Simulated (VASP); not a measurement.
```
CELL_PARAMETERS angstrom
      2.96584     0.00000     0.00000
      0.00000     2.96584     0.00000
      0.00000     0.00000     2.96584
ATOMIC_POSITIONS crystal
  Ti 0.00000 0.00000 0.00000
  Co 0.50000 0.50000 0.50000
```

These are PBE GGA, VASP's PBE PAW potentials (set 64) (plane waves; VASP) values and carry that method's errors. Settings: 400 eV cut-off, 11×11×11 Γ-centred mesh, first-order Methfessel-Paxton smearing of 0.10 eV, potentials Ti_sv Co.

Task: Estimate the energy per atom (σ→0), band gap (on the k-mesh) with the smallest direct gap where there is one.

Result: 
The band gap (on the k-mesh) is none (metal, semimetal or under 0.01 eV). The energy per atom (σ→0) is -7.814 eV/atom.

The compound is TiCo in the CsCl type structure. It was relaxed first. The start is the result of an earlier pass. The run is not spin-polarised, so no magnetic state was tried. The electron count is odd and the run is not spin-polarised, which forces a metal.
